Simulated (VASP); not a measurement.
Crystal: NaF.

```
Na F
1.0
     0.00000    2.32000    2.32000
     2.32000    0.00000    2.32000
     2.32000    2.32000    0.00000
Na F
1 1
Direct
  0.00000 0.00000 0.00000
  0.50000 0.50000 0.50000
```

```yaml
Program: VASP 6.6.1
Task: relaxation of cell and atoms
Functional: r2SCAN
Dispersion: rVV10
Potentials_or_basis: VASP PAW PBE potentials, release 64 (Na_pv, F)
Cutoff: 600 eV
k_mesh: 8 × 8 × 8
Occupations: gaussian, width 0.02 eV
Spin: no spin polarisation
```

At the start: pressure -3.1 GPa; volume 12.49 Å³/atom.

Question: How do energy, volume and symmetry change on relaxing?

Answer: Over 5 steps the energy falls by 7.9 meV/atom and the volume is 11.76 Å³/atom (-5.8 %); space group Fm-3m (No. 225, to 0.05 Å).

Step by step:
```
step  energy change (eV)  largest force (eV/Å)  pressure (GPa)  volume (Å³)
   1              0.0000                0.0000           -3.08        24.97
   2             -0.0128                0.0000           -1.39        24.12
   3             -0.0154                0.0000           -0.51        23.74
   4             -0.0141                0.0000            1.38        22.99
   5             -0.0159                0.0000            0.01        23.53
```

Final structure:
```
Na F
1.0
     0.00000    2.27433    2.27433
     2.27433    0.00000    2.27433
     2.27433    2.27433    0.00000
Na F
1 1
Direct
  0.00000 0.00000 0.00000
  0.50000 0.50000 0.50000
```

Caveat: the PAW data sets were made with another functional, which shifts forces and pressure a little.
